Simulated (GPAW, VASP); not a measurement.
An input for GPAW (PBEsol, GPAW PAW datasets PBEsol (made by gpaw-setup)):

```
from ase import Atoms
from ase.units import GPa
from gpaw import GPAW

atoms = Atoms(['Ti', 'In'],
              cell=[[2.904241, 0.000000, 0.000000],
                    [0.000000, 2.904241, 0.000000],
                    [0.000000, 0.000000, 4.154518]],
              scaled_positions=[[0.500000, 0.500000, 0.500000],
                                [0.000000, 0.000000, 0.000000]],
              pbc=True)

calc = GPAW(mode={'name': 'pw', 'ecut': 850},
            xc='PBEsol',
            kpts={'size': (15, 15, 10), 'gamma': True},
            occupations={'name': 'fermi-dirac', 'width': 0.1},
            nbands=-8,
            convergence={'density': 1e-05, 'energy': 1e-05},
            symmetry={'symmorphic': False, 'tolerance': 0.0005},
            maxiter=120,
            txt='-')

atoms.calc = calc

energy = atoms.get_potential_energy()
print('Energy (eV):', round(energy, 6))
forces = atoms.get_forces()
print('Forces (eV/Ang):')
print(forces.round(5))
stress = atoms.get_stress()
print('Stress (GPa, Voigt):', (stress / GPa).round(4))
```

Problem. Write the VASP files for the same calculation.

Solution. One set of files that does it:

**INCAR**
```
ALGO  =  Normal
EDIFF  =  1E-6
ENCUT  =  300
GGA  =  PS
ISIF  =  2
ISMEAR  =  -1
LASPH  =  .True.
LCHARG  =  .False.
LMAXMIX  =  4
LREAL  =  .False.
LWAVE  =  .False.
NELM  =  100
PREC  =  Accurate
SIGMA  =  0.1
SYSTEM  =  TiIn
```

POSCAR:
```
TiIn
2.9042410
  1.0000000000   0.0000000000   0.0000000000
  0.0000000000   1.0000000000   0.0000000000
  0.0000000000   0.0000000000   1.4305004302
Ti In
1 1
Cartesian
  0.5000000000   0.5000000000   0.7152502151
  0.0000000000   0.0000000000   0.0000000000
```

File KPOINTS:
```
Automatic mesh
0
Gamma
15 15 10
0 0 0
```

POTCAR, in this order: Ti_sv In_d (PBE.64 set). Program: vasp_std.

The two runs describe the same crystal, functional and task. Each code takes its own potentials, basis and convergence tests.

The structure comes from a computed database's TiIn entry (P4/mmm); how it stands against other phases isn't given here. The cell was not relaxed at this level, and its volume differs by -5.9 % from the start's.
